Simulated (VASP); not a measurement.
SrPPt (space group P-6m2): computed properties

Computed with PBEsol GGA, VASP's PBE PAW potentials (set 64) (plane waves; VASP 6.6.1).

- space group: P-6m2 (187)
- cell: a = b = 4.074 Å, c = 4.486 Å, α = β = 90.00°, γ = 120.00°
- volume per atom: 21.49 Å³/atom
- band gap (over mesh and band path): none (metal, semimetal or under 0.01 eV)
- Hill bulk modulus: 95.9 GPa
- Hill shear modulus: 494 kbar
- Poisson's ratio: 0.280
- density: 8.08 g/cm³
- optical Γ-point spectrum: 108 (×2), 118, 189, 317 (×2) cm⁻¹
- C11: 215 GPa
- C12: 95.4 GPa
- C13: 45.7 GPa
- C33: 118 GPa
- C44: 37.9 GPa
- C66: 60.0 GPa

Space group P-6m2 (No. 187); a = b = 4.0738 Å, c = 4.4860 Å, α = β = 90.00°, γ = 120.00°

```csv
atom,site,symmetry,x,y,z
Sr,1e,-6m2,0.6667,0.3333,0.0000
P,1d,-6m2,0.3333,0.6667,0.5000
Pt,1b,-6m2,0.0000,0.0000,0.5000
```

Finite-difference elastic constants of metals are sensitive to mesh and smearing; shear constants can be off by tens of GPa. Unless said otherwise, spin-orbit coupling is left out, though it shifts the bands of the heavy elements here.

The structure comes from a computed database's SrPPt entry (P-6m2); how it stands against other phases isn't given here. It was relaxed first. Symmetry was kept, so distortions that lower it aren't found. The electron count is odd and the run is not spin-polarised, which forces a metal.
